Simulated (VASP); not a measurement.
An input for Quantum ESPRESSO's pw.x (written as the equivalent of a VASP run, and not itself run):

```
&CONTROL
  calculation = 'scf'
  pseudo_dir = './pseudo'
  outdir = './out'
  tprnfor = .true.
  tstress = .true.
/
&SYSTEM
  ibrav = 0
  nat = 3
  ntyp = 2
  ecutwfc = 84
  occupations = 'smearing'
  smearing = 'methfessel-paxton'
  degauss = 0.00735
  input_dft = 'pbe'
  vdw_corr = 'grimme-d3'
  dftd3_version = 4
  dftd3_threebody = .false.
/
&ELECTRONS
  conv_thr = 7.3e-09
  electron_maxstep = 100
/
ATOMIC_SPECIES
  Mg 24.305 Mg.upf
  Sn 118.710 Sn.upf
CELL_PARAMETERS angstrom
     0.0000000    3.3537222    3.3537222
     3.3537222    0.0000000    3.3537222
     3.3537222    3.3537222    0.0000000
ATOMIC_POSITIONS crystal
  Mg   0.2500000  0.2500000  0.2500000
  Mg   0.7500000  0.7500000  0.7500000
  Sn   1.0000000  1.0000000  1.0000000
K_POINTS automatic
  8 8 8 0 0 0
```

Problem. Write the VASP files for the same calculation (PBE-D3(BJ)).

Solution. This is not unique; one that fits is 
INCAR:
```
! general
SYSTEM  = Mg2Sn
PREC    = Accurate
ENCUT   = 520
LREAL   = .False.
LASPH   = .True.

! electronic loop
EDIFF   = 1E-7
NELM    = 100   ! most electronic steps
ALGO    = Normal   ! blocked Davidson
LMAXMIX = 4

! smearing
ISMEAR  = 1   ! Methfessel-Paxton
SIGMA   = 0.1

! functional
GGA     = PE   ! PBE
IVDW    = 12   ! D3, Becke-Johnson

! ions
ISIF    = 2   ! forces and stress, cell fixed

! output
LWAVE   = .False.
LCHARG  = .False.
```

### POSCAR
```
Mg2Sn
1
    0.0000000000     3.3537221789     3.3537221789
    3.3537221789     0.0000000000     3.3537221789
    3.3537221789     3.3537221789     0.0000000000
Mg Sn
2 1
Direct
  0.2500000000   0.2500000000   0.2500000000
  0.7500000000   0.7500000000   0.7500000000
  1.0000000000   1.0000000000   1.0000000000
```

File KPOINTS:
```
kpoints
0
Gamma
  8 8 8
0 0 0
```

POTCAR, in this order: Mg Sn_d (PBE.64 set). Program: vasp_std.

The two are equivalent in intent, not identical: the potentials are each code's own (VASP's PAW set, PseudoDojo norm-conserving files in pw.x), so ENCUT and ecutwfc are chosen apart and not converted; conv_thr bounds pw.x's estimated SCF error, while EDIFF bounds the energy change between steps.

The compound is Mg2Sn in the antifluorite structure. It was relaxed first.
